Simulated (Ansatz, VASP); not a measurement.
**CSeO in two plane-wave programs**

One calculation is typed for both programs; each brings its own data sets. How far apart do they land? The two relaxations start from unlike cells of this crystal (the structure described is Ansatz's start), so only their ends are compared.

Method: plane waves, with VASP 6.6.1 beside it; relaxation of cell and atoms at LDA, in Ansatz 0.2.0.

The structure was built from a prototype and need not be the compound's stable phase.

### 1. The structure

Symmetry: R3m, No. 160, trigonal system. The conventional cell has a = 6.948 Å, b = 6.948 Å, c = 6.402 Å, α = 90.00°, β = 90.00°, γ = 120.00°. Nearest to Se lie 1 C at 1.64 Å. Nearest to O lie 1 C at 1.24 Å. Nearest to C lie 1 O at 1.24 Å and 1 Se at 1.64 Å. As first built, before any earlier steps moved the atoms (in the runner's words): all S replaced by Se in the R3m structure of CSO. Farther neighbours and most contacts between anions are not listed.

### 2. VASP: relaxation of cell and atoms, LDA

The relaxed volume is the usual yardstick between codes: in a stiff, nearly cubic crystal its relative difference is about their pressure difference at one cell divided by the bulk modulus.

Lines of VASP's logs that name or quote its potential files are left out, and so is its time.

INCAR

```
SYSTEM = CSeO
PREC = Accurate
ENCUT = 600
EDIFF = 1E-07
NELM = 120
ISMEAR = -1
SIGMA = 0.05
LREAL = .FALSE.
ALGO = Normal
GGA = PW92
NBANDS = 14
LORBIT = 11
LWAVE = .FALSE.
LCHARG = .FALSE.
ISIF = 3
IBRION = 2
NSW = 80
EDIFFG = -0.005
LASPH = .TRUE.
GGA_COMPAT = .FALSE.
NELMIN = 4
EFERMI = MIDGAP
```

POSCAR

```
CSeO
1.0
    2.9937551976      1.7284452102      1.9164508637
   -2.9937551976      1.7284452102      1.9164508637
    0.0000000000     -3.4568904205      1.9164508637
Se O C
1 1 1
Direct
    0.5119833212      0.5119833212      0.5119833212
    0.0107060856      0.0107060856      0.0107060856
    0.8075103900      0.8075103900      0.8075103900
```

KPOINTS

```
Automatic mesh
0
Gamma
5 5 5
0 0 0
```

The projector-augmented-wave data sets are Se, O and C (LDA family, release 64).

Launch:

```bash
mpirun -np 1 vasp_std
```

Numbers of over 12 decimals in the logs are rounded to 6 here.

The log of the run:

```text
[banner, memory and clock lines left out]
running    1 mpi-ranks, on    1 nodes
 distrk:  each k-point on    1 cores,    1 groups
 distr:  one band on    1 cores,    1 groups

 POSCAR found type information on POSCAR SeO C
 POSCAR found :  3 types and       3 ions
|                                                                             |
|               ----> ADVICE to this user running VASP <----                  |
|                                                                             |
|     You enforced a specific xc type in the INCAR file but a different       |
|     [... a line on the potential file left out ...]
|     I HOPE YOU KNOW WHAT YOU ARE DOING!                                     |
|                                                                             |

 LDA part: xc-table for (Slater(with rela. corr.)+PW92), standard interpolation
 POSCAR, INCAR and KPOINTS ok, starting setup
 FFT: planning ... GRIDC
 FFT: planning ... GRID_SOFT
 FFT: planning ... GRID
 WAVECAR not read
 entering main loop
       N       E                     dE             d eps       ncg     rms          rms(c)
DAV:   1     0.708878022335E+02    0.70888E+02   -0.74906E+03   532   0.110E+03
DAV:   2    -0.164866973856E+02   -0.87374E+02   -0.80690E+02   738   0.202E+02
DAV:   3    -0.215278753583E+02   -0.50412E+01   -0.50082E+01   658   0.505E+01
DAV:   4    -0.215719656509E+02   -0.44090E-01   -0.44080E-01   658   0.549E+00
DAV:   5    -0.215725760785E+02   -0.61043E-03   -0.61042E-03   652   0.622E-01    0.101E+01
DAV:   6    -0.205851510579E+02    0.98743E+00   -0.27304E+00   574   0.179E+01    0.509E+00
DAV:   7    -0.204259579374E+02    0.15919E+00   -0.32203E-01   604   0.638E+00    0.326E+00
DAV:   8    -0.203915609126E+02    0.34397E-01   -0.13832E-01   604   0.266E+00    0.614E-01
DAV:   9    -0.203879535399E+02    0.36074E-02   -0.45620E-03   670   0.752E-01    0.223E-01
DAV:  10    -0.203876725359E+02    0.28100E-03   -0.26602E-03   586   0.346E-01    0.724E-02
DAV:  11    -0.203876281961E+02    0.44340E-04   -0.15819E-04   664   0.131E-01    0.203E-02
DAV:  12    -0.203876312718E+02   -0.30756E-05   -0.28643E-05   592   0.421E-02    0.863E-03
DAV:  13    -0.203876320454E+02   -0.77366E-06   -0.35178E-06   658   0.142E-02    0.349E-03
DAV:  14    -0.203876319257E+02    0.11976E-06   -0.31138E-07   634   0.470E-03    0.154E-03
DAV:  15    -0.203876319275E+02   -0.18837E-08   -0.66205E-08   302   0.180E-03
   1 F= -.20387632E+02 E0= -.20387632E+02  d E =-.203876E+02
[... from here on, the cycles between the ionic steps are left out ...]
   2 F= -.20387666E+02 E0= -.20387666E+02  d E =-.342130E-04
   3 F= -.20387667E+02 E0= -.20387667E+02  d E =-.345769E-04
   4 F= -.20387673E+02 E0= -.20387673E+02  d E =-.678558E-05
   5 F= -.20387692E+02 E0= -.20387692E+02  d E =-.258537E-04
   6 F= -.20387725E+02 E0= -.20387725E+02  d E =-.580893E-04
   7 F= -.20387765E+02 E0= -.20387765E+02  d E =-.988927E-04
   8 F= -.20387751E+02 E0= -.20387751E+02  d E =-.849930E-04
   9 F= -.20387775E+02 E0= -.20387775E+02  d E =-.108711E-03
  10 F= -.20387807E+02 E0= -.20387807E+02  d E =-.313846E-04
 trial-energy change:   -0.000031  1 .order   -0.000031   -0.000039   -0.000024
 step:   0.2491(harm=  0.2491)  dis= 0.00076  next Energy=   -20.387825 (dE=-0.500E-04)
 bond charge predicted
       N       E                     dE             d eps       ncg     rms          rms(c)
DAV:   1    -0.203881305682E+02   -0.32392E-03   -0.71535E-03   532   0.715E-01    0.115E-01
DAV:   2    -0.203878796132E+02    0.25096E-03   -0.66318E-04   574   0.267E-01    0.367E-02
DAV:   3    -0.203878355753E+02    0.44038E-04   -0.68806E-05   586   0.942E-02    0.175E-02
DAV:   4    -0.203878262687E+02    0.93066E-05   -0.41133E-05   604   0.421E-02    0.737E-03
DAV:   5    -0.203878259285E+02    0.34026E-06   -0.54953E-07   616   0.817E-03    0.476E-03
DAV:   6    -0.203878258019E+02    0.12658E-06   -0.29759E-07   544   0.435E-03    0.934E-04
DAV:   7    -0.203878258011E+02    0.82628E-09   -0.67486E-09   278   0.768E-04
  11 F= -.20387826E+02 E0= -.20387826E+02  d E =-.505860E-04
 curvature:  -1.00 expect dE=-0.595E-06 dE for cont linesearch -0.188E-09
 trial: gam=-0.00718 g(F)=  0.293E-06 g(S)=  0.301E-06 ort = 0.779E-06 (trialstep = 0.127E+00)
 search vector abs. value=  0.749E-06
 reached required accuracy - stopping structural energy minimisation
```

Parts of OUTCAR (step 2):

```text
ion  position               nearest neighbor table
   1  0.512  0.512  0.512-   3 1.70
   2  0.011  0.011  0.011-   3 1.17
   3  0.808  0.808  0.808-   2 1.17   1 1.70

  LATTYP: Found a trigonal (rhomboedric) cell.
 ALAT       =     3.9525783094
 COS(alpha) =    -0.1473647848

 Subroutine GETGRP returns: Found  6 space group operations
 (whereof  6 operations were pure point group operations)

The static configuration has the point symmetry C_3v.

 Found     19 irreducible k-points:

   k-points           NKPTS =     19   k-points in BZ     NKDIM =     19   number of bands    NBANDS=     14

   dimension x,y,z NGX =    32 NGY =   32 NGZ =   32
   dimension x,y,z NGXF=    64 NGYF=   64 NGZF=   64

   ENCUT  =  600.0 eV  44.10 Ry    6.64 a.u.   7.89  7.89  7.89*2*pi/ulx,y,z

   NELECT =      16.0000    total number of electrons

 k-points in reciprocal lattice and weights: Automatic mesh
   0.00000000  0.00000000  0.00000000       0.008
   0.20000000  0.00000000  0.00000000       0.048
   0.40000000 -0.00000000 -0.00000000       0.048
   0.20000000  0.20000000  0.00000000       0.048
   0.40000000  0.20000000  0.00000000       0.096
  -0.40000000  0.20000000 -0.00000000       0.096
  -0.20000000  0.20000000  0.00000000       0.048
   0.40000000  0.40000000 -0.00000000       0.048
  -0.40000000  0.40000000  0.00000000       0.048
[...]
0.40000000  0.40000000  0.40000000       0.016
  -0.40000000  0.40000000  0.40000000       0.048

 average (electrostatic) potential at core
       1 -63.5292       2 -77.6132       3 -60.7285

 E-fermi :   1.4978

 k-point     1 :       0.0000    0.0000    0.0000
  band No.  band energies     occupation
    ...
      4      -5.2739      2.00000
      5      -5.2739      2.00000
      6      -4.5211      2.00000
      7      -0.4972      2.00000
      8      -0.4972      2.00000
      9       3.2362      0.00000
     10       3.2362      0.00000
     11       4.3865      0.00000
     12       7.7130      0.00000
     13      11.0123      0.00000
    ...

 k-point     2 :       0.2000    0.0000    0.0000
  band No.  band energies     occupation
    ...
      4      -5.4714      2.00000
      5      -5.2784      2.00000
      6      -4.8407      2.00000
      7      -0.9411      2.00000
      8      -0.4018      2.00000
      9       3.3372      0.00000
     10       3.6418      0.00000
     11       5.3388      0.00000
     12       7.6971      0.00000
     13      10.2305      0.00000
    ...

 k-point     3 :       0.4000   -0.0000   -0.0000
  band No.  band energies     occupation
    ...
      4      -6.0145      2.00000
      5      -5.2852      2.00000
      6      -5.2791      2.00000
      7      -1.4508      2.00000
      8      -0.2406      2.00000
      9       3.5114      0.00000
     10       4.3106      0.00000
     11       6.7722      0.00000
     12       7.9064      0.00000
     13       9.2798      0.00000
    ...

  Total       -0.0018191     -0.0018191      0.0034746      0.0000000     -0.0000000      0.0000000
  in kB       -0.0494763     -0.0494763      0.0945014      0.0000000     -0.0000000      0.0000000
  external PRESSURE =      -0.0014838 kB  Pullay stress =       0.0000000 kB

  energy-cutoff  :      600.00
  volume of cell :       58.91
      direct lattice vectors                 reciprocal lattice vectors
     2.981682670  1.721475135  1.912768131     0.167690548  0.096816192  0.174267507
    -2.981682670  1.721475135  1.912768131    -0.167690548  0.096816192  0.174267507
     0.000000000 -3.442950270  1.912768131     0.000000000 -0.193632383  0.174267507

 POSITION                                       TOTAL-FORCE (eV/Angst)
 -----------------------------------------------------------------------------------
      0.00000     -0.00000      2.93484         0.000000     -0.000000      0.002011
      0.00000     -0.00000      0.06418        -0.000000      0.000000     -0.001036
      0.00000     -0.00000      4.63407        -0.000000      0.000000     -0.000975
 -----------------------------------------------------------------------------------
    total drift:                                0.000000      0.000000     -0.000224

  FREE ENERGIE OF THE ION-ELECTRON SYSTEM (eV)
  ---------------------------------------------------
  free  energy   TOTEN  =       -20.3878258011 eV

  energy  without entropy=      -20.3878258011  energy(sigma->0) =      -20.38782580

 reached required accuracy - stopping structural energy minimisation

 total charge
# of ion       s       p       d       tot
------------------------------------------
    1        1.491   2.346   0.085   3.922
    2        1.592   3.533   0.000   5.125
    3        0.911   1.655   0.000   2.566
--------------------------------------------------
tot          3.994   7.534   0.085  11.613

[... 3 further parts left out ...]
```

The run keeps the 6 symmetry operations of its start, so it cannot find a distortion of lower symmetry.

### 3. Ansatz: relaxation of cell and atoms, LDA

Ansatz runs on its default PAW (the set named soft_2) files.

Its own start cell and the same functional (in two slightly different forms), mesh and smearing now go to Ansatz, which takes its cutoff from its data sets.

input.yaml

```yaml
crystal:
  lattice:
    - [3.4740248617, 2.005729189, 2.1341168]
    - [-3.4740248617, 2.005729189, 2.1341168]
    - [0.0, -4.0114583781, 2.1341168]
  atoms:
    - { symbol: Se, position: [0.541004, 0.541004, 0.541004] }
    - { symbol: O, position: [0.991493, 0.991493, 0.991493] }
    - { symbol: C, position: [0.797703, 0.797703, 0.797703] }
kpoints:
  mp_grid: { grid: [5, 5, 5] }
scf:
  occupations: { method: fermi_dirac, width: 0.05 }
hamiltonian:
  xc: lda
output:
  forces: true
  stress: true
relax:
  f_tol: 0.02
  max_steps: 50
  cell: {}
```

Launch:

```bash
ansatz run input.yaml --threads 1 --pin off --max-ram 4096MiB --backend cpu --events-out ev --progress --plain --runs-dir out
```

The log of the run:

```text
Engine: ansatz 0.2.0, aarch64-unknown-linux-gnu
Pseudopotentials: kind: paw
Pseudopotential: Se, paw, valence charge 16, recommended cutoff 420 eV (normal), Se.paw.azcp
Pseudopotential: O, paw, valence charge 6, recommended cutoff 420 eV (normal), O.paw.azcp
Pseudopotential: C, paw, valence charge 4, recommended cutoff 420 eV (normal), C.paw.azcp
Functional definition: SPW92
  exchange = slater_x
  correlation = pw_c
Crystal: 3 atoms, lattice volume = 89.223 Å³
Basis set: ecut = 420 eV, 1771 PW (Γ)
Bands: 17, of which v1, the nominal top of the filled ones, is band 13 counted from 1 (12 counted from 0)
Symmetry: 6 space group operations
Space group: R3m (ITA 160), of the structure as read, at distance tolerance 4.5e-5 Å
k-points: 19 of 125 (time reversal used)
Non-local potential: Se, projectors of the file, l = 0: 2, l = 1: 2, l = 2: 3, l = 3: 1
Non-local potential: O, projectors of the file, l = 0: 2, l = 1: 2, l = 2: 1
Non-local potential: C, projectors of the file, l = 0: 2, l = 1: 2, l = 2: 1
PAW form: soft (Blöchl's): semilocal exchange-correlation on the pseudo side does not see the compensation charge
PAW frozen core: Se, regenerated for the run's functional, and the local potential with it (the file was generated under x = pbe(κ = 0.804, μ = 0.219515), c = pbe(β = 0.066725))
PAW frozen core: O, regenerated for the run's functional, and the local potential with it (the file was generated under x = pbe(κ = 0.804, μ = 0.219515), c = pbe(β = 0.066725))
PAW frozen core: C, regenerated for the run's functional, and the local potential with it (the file was generated under x = pbe(κ = 0.804, μ = 0.219515), c = pbe(β = 0.066725))
PAW one-centre angular grid: Se, 590 points (default); XC on 64 Gauss nodes
PAW one-centre angular grid: O, 110 points (default); XC on 64 Gauss nodes
PAW one-centre angular grid: C, 110 points (default); XC on 64 Gauss nodes
Initial density: superposition of atomic densities (neutral atoms: chi_scale 0, normalization atom), corrected by the library's trained network
Initial wavefunctions: pseudopotential atomic-orbital guess
Functional: x = slater, c = lda
SCF iter   1: F=—  HF=-6179.002415 eV  |F-HF|=—  |Δ(HF+E_count)|=         —  Δρ=5.05e-3  dr2=2.63e-2  ethr=1.77e-3  ⟨swp⟩=6.0  Hψ=1737  notcnv=0
preconditioner: auto → none  [insulator: Δε(μ)=4.345 eV  Ē_g=10.537 eV  σ=0.050 eV  W_gap=1.00  n_scr=12 (ndim 8)  ℏωp=14.7 eV  f_vac=0.351  D(μ)=0.00/eV (n_scr^D=0)  ε∞_Penn≈2.9]
SCF iter   2: F=—  HF=-6179.001960 eV  |F-HF|=—  |Δ(HF+E_count)|=   4.55e-4  Δρ=3.49e-3  dr2=1.95e-2  ethr=1.01e-4  ⟨swp⟩=2.2  Hψ=675  notcnv=0
SCF iter   3: F=—  HF=-6178.998330 eV  |F-HF|=—  |Δ(HF+E_count)|=   3.63e-3  Δρ=1.84e-3  dr2=2.39e-3  ethr=7.49e-5  ⟨swp⟩=2.0  Hψ=499  notcnv=0
SCF iter   4: F=—  HF=-6178.998240 eV  |F-HF|=—  |Δ(HF+E_count)|=   9.00e-5  Δρ=1.03e-3  dr2=1.05e-3  ethr=9.20e-6  ⟨swp⟩=2.1  Hψ=443  notcnv=0
SCF iter   5: F=—  HF=-6178.998038 eV  |F-HF|=—  |Δ(HF+E_count)|=   2.02e-4  Δρ=1.69e-4  dr2=1.48e-5  ethr=4.03e-6  ⟨swp⟩=2.0  Hψ=415  notcnv=0
SCF iter   6: F=—  HF=-6178.998039 eV  |F-HF|=—  |Δ(HF+E_count)|=   7.51e-7  Δρ=5.84e-5  dr2=1.27e-6  ethr=5.70e-8  ⟨swp⟩=2.0  Hψ=411  notcnv=0
SCF iter   7: F=-6178.998039 eV  HF=-6178.998039 eV  |F-HF|=3.45e-8  |Δ(HF+E_count)|=   4.96e-7  Δρ=1.16e-5  dr2=6.36e-8  ethr=3.85e-10  ⟨swp⟩=3.8  Hψ=1369  notcnv=0
SCF 1 converged in 7 iterations: F = -6178.998039 eV  dr2 = 6.36e-8
  greatest PAW one-centre occupation: 1.000 electrons in one spin orbital (limit 2), on the Se atom at site 0 (counted from 0), in its partial waves of l = 2
relax step   1: F+E_penalty+E_count = -6178.99803912 eV  Δ(F+E_penalty+E_count) = +0.000e0 eV  max|allowed force component| = 7.673e0 eV/Å  Δτ_max = 0.0000 Å  P = -3.269 GPa  Ω = 89.223 Å³  (7 SCF iters, dr2 threshold 1.00e-7 eV, accepted)
[...]
relax step  13: F+E_penalty+E_count = -6179.46613314 eV  Δ(F+E_penalty+E_count) = -1.053e-3 eV  max|allowed force component| = 1.087e-3 eV/Å  Δτ_max = 0.0009 Å  P = -0.001 GPa  Ω = 60.759 Å³  energy of the carried Pulay correction = +5.750e-3 eV  (6 SCF iters, dr2 threshold 1.20e-8 eV, accepted)
[...]
relax step  14: F+E_penalty+E_count = -6179.46115055 eV  Δ(F+E_penalty+E_count) = +4.983e-3 eV  max|allowed force component| = 6.087e-4 eV/Å  Δτ_max = 0.0000 Å  P = -0.097 GPa  Ω = 60.759 Å³  stress off target by 1.15e-1 GPa  SCF on the basis re-selected at this cell (its energy is not comparable with the rows above)  (7 SCF iters)
[...]
relax step  15: F+E_penalty+E_count = -6179.46293787 eV  Δ(F+E_penalty+E_count) = -1.787e-3 eV  max|allowed force component| = 7.894e-4 eV/Å  Δτ_max = 0.0007 Å  P = -0.004 GPa  Ω = 60.181 Å³  energy of the carried Pulay correction = +1.584e-3 eV  (6 SCF iters, dr2 threshold 3.32e-8 eV, accepted)
[...]
relax step  16: F+E_penalty+E_count = -6179.46139190 eV  Δ(F+E_penalty+E_count) = +1.546e-3 eV  max|allowed force component| = 4.185e-4 eV/Å  Δτ_max = 0.0000 Å  P = -0.017 GPa  Ω = 60.181 Å³  stress off target by 2.05e-2 GPa  SCF on the basis re-selected at this cell (its energy is not comparable with the rows above)  (6 SCF iters)
basis re-selected at this cell: Δ(F+E_penalty+E_count) = +1.546e-3 eV, ΔP = -0.014 GPa vs the last step (what re-selecting the basis moved, of the pressure what is left beyond the Pulay correction that the steps carried, after the strain that the cell walked since its last selection, with what the two solves' SCF thresholds leave and, on support functions, any second-order correction that the steps lacked; it is no m [...]
SCF converged after 6 iterations
Free energy (F): -6179.461392 eV
Harris-Foulkes:  -6179.461392 eV  (|F-HF|=1.18e-11)
Internal energy: -6179.461392 eV  (E = F + TS)
E sigma→0 (E₀):  -6179.461392 eV
Fermi energy:    3.876978 eV
--- Per-component energies (eV) ---
  E_band       = -532.652249
  E_kinetic    = 376.417443
  E_local      = -3451.510200  (includes V_loc(G=0)·N_el)
  E_nonlocal   = -508.485903
  E_hartree    = 1563.476744
  E_xc         = -218.984833
  E_vxc        = -244.692977  (∫ρ·V_xc dr)
  E_paw        = -2066.185576  (= ΣΔE_a)
  E_vpaw       = 168.664037  (= ΣTr[D̂ρ^β])
  E_aug_tail   = 0.001845  (compensation charges beyond the density's cutoff)
  E_ewald      = -1876.568027
  E_core_change = 2.377116  (= ΣΔE_core)
  E_smearing   = -0.000000  (= −TS)
  E_closure    = -0.000000  (closes the sum)
  Σ components = -6179.461392   (vs F -6179.461392, Δ=0.00e0)
--- Forces (eV/Å), atoms counted from 1 ---
  atom   1  Se     0.00000000    -0.00000000     0.00034793
  atom   2  O      0.00000000     0.00000000    -0.00041607
  atom   3  C     -0.00000000    -0.00000000     0.00007537
  max |Σ_I F_I| component: 7.24e-6 eV/Å
--- Stress (GPa, compression-positive) ---
       -0.020533       0.000000      -0.000000
        0.000000      -0.020533      -0.000000
        0.000000      -0.000000      -0.011081
  P = ⅓ Tr σ = -0.0174 GPa (-0.174 kbar)
--- Relaxed structure (13 steps of the walk, 13 accepted, 3 SCFs on fresh bases) ---
  F+E_penalty+E_count = -6179.46139190 eV   max|allowed force component| = 4.185e-4 eV/Å   (the final SCF, on the basis selected at the relaxed cell)
  cell:  # Å, volume = 60.1807 Å³
    - [3.007016, 1.736102, 1.921298]
    - [-3.007016, 1.736102, 1.921298]
    - [0, -3.472203, 1.921298]
  atoms:
    - { symbol: Se, position: [0.513142, 0.513142, 0.513142] }
    - { symbol: O, position: [1.009143, 1.009143, 1.009143] }
    - { symbol: C, position: [0.807914, 0.807914, 0.807914] }
```

Reading the cycles: dr2 is the Hartree energy of the density residual (eV), the measure of convergence; HF is the Harris–Foulkes estimate of the energy, which meets the free energy F at convergence.

### 4. Differences

Known differences besides the potentials themselves: the data sets hold 26 valence electrons in Ansatz (on its default PAW (the set named soft_2) files) and 16 in VASP; the cutoff is 420 eV in Ansatz and 600 eV in VASP; VASP's log shows a relativistic correction to its local exchange, Ansatz's none; Ansatz adds a Pulay correction to the stress that steers its cell, VASP none. Total energies have different zeros and are not compared.

Both answers:

```tsv
quantity	Ansatz	VASP	difference
volume (Å³)	60.18	58.91	+2.16 %
edge a after relaxation, in the typed setting (Å)	3.968	3.939	+0.75 %
```

### 5. Further runs

Further runs change the set-up of one program: Ansatz's method, potentials or start, or VASP's data sets, cutoff or form of LDA. The table gives Ansatz less VASP for each quantity, since a change that brings one quantity closer may part another.

```tsv
run	volume (%)	edge a after relaxation, in the typed setting (%)
as above	2.2	0.75
VASP with the data sets Se_sv_GW, O and C and a cutoff of 620 eV	3.4	1.2
```

### 6. Results

```yaml
difference_in_volume_relaxation_of_cell_and_atoms_lda: 2.2 %
```

What this shows: The difference in volume is 2.2 % (relaxation of cell and atoms, LDA), beyond the 1.2 % picked in this series as the mark of a large difference, as far as the stopping tolerances let one tell. The data sets hold unlike numbers of valence electrons (26 in Ansatz and 16 in VASP), so part of the differences comes from the potentials. Relaxation of cell and atoms, LDA, VASP with the data sets Se_sv_GW, O and C and a cutoff of 620 eV: the difference in volume goes from 2.2 to 3.4 %; the difference in edge a after relaxation, in the typed setting goes from 0.75 to 1.2 %. VASP runs on this material, other cells of it included, that failed, so that no pair exists: relaxation of cell and atoms, LDA (timeout). Such differences can come from data sets, numerical settings and the points named under the comparisons, not from the functional's error against experiment.

[Lines on the potential files, build, host, timing and source positions are cut from VASP's logs without a mark.]

[Logs are printed without paths, hosts, clocks, repeated set-up lines and the standing remarks that a program may print on its own settings, such as how far it seeks lower states.]

[Hosts, paths, dates, database ids (printed as entryN), source tags and the programs' standing remarks are cut or masked in the printed files.]
